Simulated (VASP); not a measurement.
A run of VASP 6.6.1 is set up as follows.

The input INCAR:

```
PREC = Accurate
ENCUT = 520
EDIFF = 1E-6
ISMEAR = 0
SIGMA = 0.03
LREAL = False
LASPH = True
NELM = 120
ALGO = Normal
ISIF = 3
LWAVE = False
LCHARG = False
GGA = PE
IBRION = 2
NSW = 90
EDIFFG = -0.01
KPAR = 4
```

The input KPOINTS:

```
Automatic mesh
0
Gamma
  6 6 6
```

POSCAR

```
Be4TeSe3
1.0
   -2.6520000000      2.6520000000      5.2980000000
    2.6520000000     -2.6520000000      5.2980000000
    2.6520000000      2.6520000000     -5.2980000000
Be Te Se
4 1 3
Direct
    0.8666629500      0.3934352000      0.0000000000
    0.3934352000      0.8666629500      0.0000000000
    0.1333370500      0.1333370500      0.5267722500
    0.6065648000      0.6065648000      0.4732277500
    0.0000000000      0.0000000000      0.0000000000
    0.2500000000      0.7500000000      0.5000000000
    0.7500000000      0.2500000000      0.5000000000
    0.5000000000      0.5000000000      0.0000000000
```

Potentials or basis: VASP PAW PBE potentials, release 64 (Be, Te, Se).

Command:

```bash
$ cat potpaw_PBE.64/Be/POTCAR potpaw_PBE.64/Te/POTCAR potpaw_PBE.64/Se/POTCAR > POTCAR
$ mpirun -np 4 vasp_std > vasp.out
```

Estimate the space group after relaxing (to 0.05 Å).

I-42m (No. 121).

Predict the relaxed cell.

a = 6.496 Å, b = 6.496 Å, c = 6.496 Å, α = 131.77°, β = 131.77°, γ = 70.60°.

What does it give for the band gap on the k mesh?

2.33 eV, direct.

What does it give for the relaxed volume?

18.68 Å³/atom.

Step by step:
```
step  energy change (eV)  largest force (eV/Å)  pressure (GPa)  volume (Å³)
   1              0.0000                0.0075            0.15       149.05
   2             -0.0001                0.0054           -0.02       149.42
```

Caveat: spin-orbit coupling is left out, which moves the levels of the heavy elements. A k mesh can miss the band edges.
